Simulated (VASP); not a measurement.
Level of theory: PBE GGA, VASP's PBE PAW potentials (set 64) (plane waves; VASP).

VASP input:

### POSCAR
```
NaI
1.0
  0.0000000000   2.9401376443   2.9401376443
  2.9401376443   0.0000000000   2.9401376443
  2.9401376443   2.9401376443   0.0000000000
Na I
1 1
direct
  0.0000000000   0.0000000000   0.0000000000
  0.5000000000   0.5000000000   0.5000000000
```

### INCAR
```
ALGO = Normal
EDIFF = 1E-6
EDIFFG = -0.02
ENCUT = 500
GGA = PE
IBRION = 2
ISIF = 3
ISMEAR = 0
LASPH = .True.
LCHARG = .False.
LMAXMIX = 4
LREAL = .False.
LWAVE = .False.
NELM = 100
NSW = 40
PREC = Accurate
PSTRESS = 200
SIGMA = 0.05
SYSTEM = NaI
```

### KPOINTS
```
Regular mesh
0
Gamma
8 8 8
```

POTCAR, in this order: Na_pv I (PBE.64 set). Program: vasp_std.

The resulting files:

OSZICAR:
```
       N       E                     dE             d eps       ncg     rms          rms(c)
DAV:   1     0.788547888332E+02    0.78855E+02   -0.68654E+03   649   0.118E+03
DAV:   2     0.118523216683E+01   -0.77670E+02   -0.72618E+02   671   0.250E+02
DAV:   3    -0.483267823361E+01   -0.60179E+01   -0.59626E+01   772   0.689E+01
DAV:   4    -0.499803568151E+01   -0.16536E+00   -0.16525E+00   776   0.113E+01
DAV:   5    -0.500238354030E+01   -0.43479E-02   -0.43476E-02   769   0.193E+00    0.216E+00
DAV:   6    -0.495780707666E+01    0.44576E-01   -0.55679E-02   754   0.174E+00    0.149E+00
DAV:   7    -0.494989876422E+01    0.79083E-02   -0.56925E-02   740   0.175E+00    0.605E-01
DAV:   8    -0.495076344165E+01   -0.86468E-03   -0.28572E-03   698   0.546E-01    0.105E-01
DAV:   9    -0.495073836963E+01    0.25072E-04   -0.98894E-05   758   0.124E-01    0.282E-02
DAV:  10    -0.495074938106E+01   -0.11011E-04   -0.23961E-05   722   0.702E-02    0.877E-03
DAV:  11    -0.495074918186E+01    0.19920E-06   -0.40647E-06   756   0.336E-02
   1 F= 0.13945543E+01 E0= 0.13945543E+01  d E =0.139455E+01
       N       E                     dE             d eps       ncg     rms          rms(c)
DAV:   1    -0.747229981884E+01   -0.25216E+01   -0.80678E+01   737   0.130E+02    0.155E+01
DAV:   2    -0.467257575085E+01    0.27997E+01   -0.31402E+00   719   0.343E+01    0.643E+00
DAV:   3    -0.374121987372E+01    0.93136E+00   -0.17259E+00   716   0.176E+01    0.416E+00
DAV:   4    -0.371293724667E+01    0.28283E-01   -0.54535E-02   875   0.359E+00    0.227E+00
DAV:   5    -0.370124115359E+01    0.11696E-01   -0.59389E-03   730   0.689E-01    0.386E-01
DAV:   6    -0.370084336905E+01    0.39778E-03   -0.79276E-04   719   0.564E-01    0.197E-01
DAV:   7    -0.370082752954E+01    0.15840E-04   -0.41434E-05   777   0.660E-02    0.855E-02
DAV:   8    -0.370081074533E+01    0.16784E-04   -0.19726E-05   731   0.966E-02    0.754E-03
DAV:   9    -0.370081061980E+01    0.12552E-06   -0.10940E-06   346   0.216E-02
   2 F= 0.12986693E+01 E0= 0.12986693E+01  d E =-.958850E-01
       N       E                     dE             d eps       ncg     rms          rms(c)
DAV:   1    -0.499417815856E+01   -0.12934E+01   -0.16742E+01   752   0.788E+01    0.497E+00
DAV:   2    -0.453091077301E+01    0.46327E+00   -0.56951E-01   704   0.118E+01    0.250E+00
DAV:   3    -0.436929657875E+01    0.16161E+00   -0.33842E-01   716   0.791E+00    0.110E+00
DAV:   4    -0.436845363778E+01    0.84294E-03   -0.58941E-03   758   0.943E-01    0.112E+00
DAV:   5    -0.436584708917E+01    0.26065E-02   -0.38866E-04   713   0.283E-01    0.341E-01
DAV:   6    -0.436356244849E+01    0.22846E-02   -0.19442E-03   710   0.793E-01    0.552E-01
DAV:   7    -0.436362206507E+01   -0.59617E-04   -0.26131E-05   710   0.568E-02    0.710E-01
DAV:   8    -0.436350077489E+01    0.12129E-03   -0.29748E-05   644   0.585E-02    0.318E-01
DAV:   9    -0.436346183723E+01    0.38938E-04   -0.39413E-05   731   0.497E-02    0.178E-01
DAV:  10    -0.436346230165E+01   -0.46442E-06   -0.85747E-07   513   0.904E-03
   3 F= 0.11677284E+01 E0= 0.11677284E+01  d E =-.226826E+00
       N       E                     dE             d eps       ncg     rms          rms(c)
DAV:   1    -0.434845200882E+01    0.15010E-01   -0.12316E-02   749   0.193E+00    0.150E-01
DAV:   2    -0.434806716576E+01    0.38484E-03   -0.42296E-04   716   0.338E-01    0.735E-02
DAV:   3    -0.434794562182E+01    0.12154E-03   -0.27369E-04   719   0.221E-01    0.295E-02
DAV:   4    -0.434794500982E+01    0.61200E-06   -0.45323E-06   753   0.255E-02
   4 F= 0.11677173E+01 E0= 0.11677173E+01  d E =-.226837E+00
       N       E                     dE             d eps       ncg     rms          rms(c)
DAV:   1    -0.438840569151E+01   -0.40460E-01   -0.74204E-02   749   0.476E+00    0.354E-01
DAV:   2    -0.438620233563E+01    0.22034E-02   -0.26308E-03   716   0.841E-01    0.172E-01
DAV:   3    -0.438546466481E+01    0.73767E-03   -0.16359E-03   716   0.545E-01    0.717E-02
DAV:   4    -0.438546338239E+01    0.12824E-05   -0.25402E-05   780   0.580E-02    0.773E-02
DAV:   5    -0.438546151932E+01    0.18631E-05   -0.27599E-07   436   0.755E-03    0.827E-02
DAV:   6    -0.438545227445E+01    0.92449E-05   -0.23777E-05   716   0.867E-02    0.191E-01
DAV:   7    -0.438544228710E+01    0.99874E-05   -0.12178E-06   512   0.130E-02    0.115E-01
DAV:   8    -0.438543781035E+01    0.44767E-05   -0.49746E-07   368   0.702E-03    0.632E-02
DAV:   9    -0.438543599418E+01    0.18162E-05   -0.24217E-07   328   0.443E-03    0.381E-02
DAV:  10    -0.438543415551E+01    0.18387E-05   -0.20833E-07   328   0.392E-03    0.101E-02
DAV:  11    -0.438543373092E+01    0.42459E-06   -0.71944E-08   328   0.215E-03
   5 F= 0.11680735E+01 E0= 0.11680735E+01  d E =0.356265E-03
       N       E                     dE             d eps       ncg     rms          rms(c)
DAV:   1    -0.435943440280E+01    0.26000E-01   -0.40342E-02   746   0.348E+00    0.261E-01
DAV:   2    -0.435820349681E+01    0.12309E-02   -0.13852E-03   719   0.610E-01    0.128E-01
DAV:   3    -0.435780425164E+01    0.39925E-03   -0.87817E-04   713   0.396E-01    0.552E-02
DAV:   4    -0.435780328109E+01    0.97055E-06   -0.14103E-05   780   0.429E-02    0.596E-02
DAV:   5    -0.435780069771E+01    0.25834E-05   -0.73595E-07   376   0.162E-02    0.703E-02
DAV:   6    -0.435780249203E+01   -0.17943E-05   -0.29764E-05   707   0.590E-02    0.355E-01
DAV:   7    -0.435779012846E+01    0.12364E-04   -0.11550E-05   647   0.248E-02    0.122E-01
DAV:   8    -0.435779122479E+01   -0.10963E-05   -0.96318E-07   488   0.846E-03    0.554E-02
DAV:   9    -0.435779253275E+01   -0.13080E-05   -0.31124E-07   325   0.487E-03    0.197E-02
DAV:  10    -0.435779349568E+01   -0.96293E-06   -0.17701E-07   328   0.357E-03
   6 F= 0.11676983E+01 E0= 0.11676983E+01  d E =-.189524E-04
```

File OUTCAR:
```
------------------------ aborting loop because EDIFF is reached ----------------------------------------
  FORCE on cell =-STRESS in cart. coord.  units (eV):
  Direction    XX          YY          ZZ          XY          YZ          ZX
  --------------------------------------------------------------------------------------
  Total        5.5161153      5.5161153      5.5161153      0.0000000      0.0000000     -0.0000000
  in kB      199.6606079    199.6606079    199.6606079      0.0000000      0.0000000     -0.0000000
  external PRESSURE =      -0.3393921 kB  Pullay stress =     200.0000000 kB
  volume of cell :       44.26
      direct lattice vectors                 reciprocal lattice vectors
     0.000000000  2.807634109  2.807634109    -0.178085883  0.178085883  0.178085883
     2.807634109  0.000000000  2.807634109     0.178085883 -0.178085883  0.178085883
     2.807634109  2.807634109  0.000000000     0.178085883  0.178085883 -0.178085883
  FREE ENERGIE OF THE ION-ELECTRON SYSTEM (eV)
  ---------------------------------------------------
  free  energy   TOTEN  =        -4.3577934957 eV

  energy  without entropy=       -4.3577934957  energy(sigma->0) =       -4.35779350
  enthalpy is  TOTEN    =         1.1676983036 eV   P V=        5.5254917993

 reached required accuracy - stopping structural energy minimisation
```
(Selected blocks of OUTCAR.)

CONTCAR:
```
NaI
   1.00000000000000
     0.0000000000000000    2.8076341093176054    2.8076341093176054
     2.8076341093176054    0.0000000000000000    2.8076341093176054
     2.8076341093176054    2.8076341093176054    0.0000000000000000
  Na              I
     1     1
Direct
     0.0000000000000000    0.0000000000000000    0.0000000000000000
     0.5000000000000000    0.5000000000000000    0.5000000000000000
```

**OUTCAR**
```
 val. band max:        4.7603469555   @ k =   0.0000   0.0000   0.0000

 cond. band min:       9.0542567842   @ k =   0.5000   0.5000   0.0000


 Fermi energy:         5.0437325650

 k-point     1 :       0.0000    0.0000    0.0000
  band No.  band energies     occupation
      1     -17.7545      2.00000
      2     -17.7545      2.00000
      3     -17.7545      2.00000
      4      -7.9749      2.00000
      5       4.7603      2.00000
      6       4.7603      2.00000
      7       4.7603      2.00000
      8      10.1024      0.00000
      9      12.3689      0.00000
     10      12.3689      0.00000
     11      12.3689      0.00000

 k-point     2 :       0.1250    0.0000    0.0000
  band No.  band energies     occupation
      1     -17.7612      2.00000
      2     -17.7546      2.00000
      3     -17.7546      2.00000
      4      -7.8480      2.00000
      5       3.8818      2.00000
      6       4.6414      2.00000
      7       4.6414      2.00000
      8      10.6577      0.00000
      9      12.1814      0.00000
     10      12.6442      0.00000
     11      12.6442      0.00000

 k-point     3 :       0.2500    0.0000    0.0000
  band No.  band energies     occupation
      1     -17.7771      2.00000
      2     -17.7549      2.00000
      3     -17.7549      2.00000
      4      -7.5131      2.00000
      5       2.3055      2.00000
      6       4.3797      2.00000
      7       4.3797      2.00000
      8      10.3612      0.00000
      9      12.8258      0.00000
     10      12.8258      0.00000
     11      13.7487      0.00000

 k-point     4 :       0.3750    0.0000    0.0000
  band No.  band energies     occupation
      1     -17.7928      2.00000
      2     -17.7552      2.00000
      3     -17.7552      2.00000
      4      -7.1246      2.00000
      5       1.0243      2.00000
      6       4.1460      2.00000
      7       4.1460      2.00000
      8       9.9336      0.00000
      9      12.5238      0.00000
...
```

Energy and stress use the plane-wave basis of the starting cell. Unless said otherwise, spin-orbit coupling is left out, though it shifts the bands of the heavy elements here.

The compound is NaI in the rock salt structure. This run relaxes it under an external pressure of 20 GPa. Symmetry was kept, so distortions that lower it aren't found.
